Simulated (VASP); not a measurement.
All values below come from PBEsol GGA, VASP's PBE PAW potentials (set 64) (plane waves; VASP 6.6.1).

The input files of a VASP run:

**KPOINTS**
```
K-points
0
gamma
 12 12 12
```

### INCAR
```
ALGO=Normal
EDIFF=1E-6
EDIFFG=-0.02
ENCUT=520
GGA=PS
IBRION=2
ISIF=3
ISMEAR=1
LASPH=.True.
LCHARG=.False.
LMAXMIX=4
LREAL=.False.
LWAVE=.False.
NELM=100
NSW=60
PREC=Accurate
SIGMA=0.1
SYSTEM=MoSi2
```

**POSCAR**
```
MoSi2
1
   -1.5973096135     1.5973096135     3.9072384889
    1.5973096135    -1.5973096135     3.9072384889
    1.5973096135     1.5973096135    -3.9072384889
Si Mo
2 1
Direct
  0.6648078099   0.6648078099   0.0000000000
  0.3351921901   0.3351921901   0.0000000000
  0.0000000000   0.0000000000   0.0000000000
```

POTCAR, in this order: Si Mo_sv (PBE.64 set). Program: vasp_std.

The resulting files:

**OSZICAR**
```
       N       E                     dE             d eps       ncg     rms          rms(c)
DAV:   1     0.122569724259E+03    0.12257E+03   -0.11531E+04  4898   0.140E+03
DAV:   2    -0.231569663206E+02   -0.14573E+03   -0.14404E+03  6122   0.339E+02
DAV:   3    -0.260363975662E+02   -0.28794E+01   -0.28647E+01  6423   0.438E+01
DAV:   4    -0.260497551654E+02   -0.13358E-01   -0.13354E-01  5730   0.352E+00
DAV:   5    -0.260498666496E+02   -0.11148E-03   -0.11148E-03  6465   0.299E-01    0.231E+01
DAV:   6    -0.252523756711E+02    0.79749E+00   -0.72949E+00  5709   0.188E+01    0.506E+00
DAV:   7    -0.251207783258E+02    0.13160E+00   -0.10773E+00  5507   0.669E+00    0.477E+00
DAV:   8    -0.250795532276E+02    0.41225E-01   -0.12918E-01  5870   0.296E+00    0.452E-01
DAV:   9    -0.250785454815E+02    0.10077E-02   -0.23723E-03  5975   0.426E-01    0.242E-01
DAV:  10    -0.250784497175E+02    0.95764E-04   -0.67772E-04  5926   0.249E-01    0.615E-02
DAV:  11    -0.250784373485E+02    0.12369E-04   -0.23698E-04  5779   0.122E-01    0.378E-02
DAV:  12    -0.250784324448E+02    0.49037E-05   -0.30144E-05  5534   0.405E-02    0.717E-03
DAV:  13    -0.250784321400E+02    0.30486E-06   -0.66478E-07  3222   0.699E-03
   1 F= -.25078432E+02 E0= -.25078283E+02  d E =-.250784E+02
       N       E                     dE             d eps       ncg     rms          rms(c)
DAV:   1    -0.250802845615E+02   -0.18521E-02   -0.65484E-02  5317   0.247E+00    0.225E-01
DAV:   2    -0.250789406013E+02    0.13440E-02   -0.27079E-03  6010   0.415E-01    0.111E-01
DAV:   3    -0.250786084056E+02    0.33220E-03   -0.91550E-04  6164   0.237E-01    0.487E-02
DAV:   4    -0.250785866488E+02    0.21757E-04   -0.89077E-05  5758   0.735E-02    0.156E-02
DAV:   5    -0.250785854146E+02    0.12342E-05   -0.49969E-06  5667   0.147E-02    0.718E-03
DAV:   6    -0.250785853052E+02    0.10939E-06   -0.49737E-07  2781   0.485E-03
   2 F= -.25078585E+02 E0= -.25078478E+02  d E =-.153165E-03
       N       E                     dE             d eps       ncg     rms          rms(c)
DAV:   1    -0.250788523698E+02   -0.26696E-03   -0.79896E-03  5289   0.861E-01    0.783E-02
DAV:   2    -0.250786891445E+02    0.16323E-03   -0.32288E-04  6010   0.143E-01    0.389E-02
DAV:   3    -0.250786483651E+02    0.40779E-04   -0.11327E-04  6192   0.836E-02    0.165E-02
DAV:   4    -0.250786460821E+02    0.22830E-05   -0.10159E-05  5716   0.247E-02    0.539E-03
DAV:   5    -0.250786459218E+02    0.16024E-06   -0.53124E-07  2690   0.489E-03
   3 F= -.25078646E+02 E0= -.25078523E+02  d E =-.213782E-03
```

File OUTCAR:
```
------------------------ aborting loop because EDIFF is reached ----------------------------------------
  FORCE on cell =-STRESS in cart. coord.  units (eV):
  Direction    XX          YY          ZZ          XY          YZ          ZX
  --------------------------------------------------------------------------------------
  Total       -0.0140523     -0.0140523     -0.0255890      0.0000000     -0.0000000      0.0000000
  in kB       -0.5645790     -0.5645790     -1.0280919      0.0000000     -0.0000000      0.0000000
  external PRESSURE =      -0.7190833 kB  Pullay stress =       0.0000000 kB
  volume of cell :       39.88
      direct lattice vectors                 reciprocal lattice vectors
    -1.596058086  1.596058086  3.913584106     0.000000000  0.313271807  0.127760126
     1.596058086 -1.596058086  3.913584106     0.313271807  0.000000000  0.127760126
     1.596058086  1.596058086 -3.913584106     0.313271807  0.313271807  0.000000000
 POSITION                                       TOTAL-FORCE (eV/Angst)
 -----------------------------------------------------------------------------------
      0.00000      0.00000      5.20450         0.000000      0.000000      0.009472
      0.00000      0.00000      2.62266        -0.000000     -0.000000     -0.009472
      0.00000      0.00000     -0.00000         0.000000      0.000000     -0.000000
 -----------------------------------------------------------------------------------
    total drift:                               -0.000000     -0.000000      0.000000
  FREE ENERGIE OF THE ION-ELECTRON SYSTEM (eV)
  ---------------------------------------------------
  free  energy   TOTEN  =       -25.0786459218 eV

  energy  without entropy=      -25.0782778955  energy(sigma->0) =      -25.07852325

 reached required accuracy - stopping structural energy minimisation
```
(Selected blocks of OUTCAR.)

File CONTCAR:
```
MoSi2
   1.00000000000000
    -1.5960580863476825    1.5960580863476825    3.9135841060314660
     1.5960580863476825   -1.5960580863476825    3.9135841060314660
     1.5960580863476825    1.5960580863476825   -3.9135841060314660
  Si              Mo
     2     1
Direct
     0.6649281233765473    0.6649281233765473    0.0000000000000000
     0.3350718766234527    0.3350718766234527    0.0000000000000000
     0.0000000000000000    0.0000000000000000    0.0000000000000000
```

The compound is MoSi2 in the MoSi2 type structure. This run relaxes it. Symmetry was kept, so distortions that lower it aren't found. The start is the result of an earlier pass.
